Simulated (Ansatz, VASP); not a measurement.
**BiAu: VASP beside Ansatz**

```
Au Bi
1.0
     0.00000    3.22837    3.22837
     3.22837    0.00000    3.22837
     3.22837    3.22837    0.00000
Au Bi
1 1
Direct
  0.00000 0.00000 0.00000
  0.25000 0.25000 0.25000
```

Alike in both runs: task single point; functional LDA; k mesh 11 × 11 × 11; occupations fermi-dirac, width 0.05 eV; no spin polarisation.

|  | VASP | Ansatz |
| --- | --- | --- |
| version | VASP 6.6.1 | Ansatz 0.2.0 |
| potentials or method | VASP PAW LDA potentials, release 64 (Au, Bi_d), cutoff 520 eV | all-electron LAPW, scalar-relativistic |

VASP gave:

```
pressure (GPa) : -4.4
```

Problem. What did Ansatz give for the same quantities?

Solution. Pressure (GPa): -4.5.

Ansatz ran all-electron here, so the differences hold the error of VASP's frozen core and of both bases.
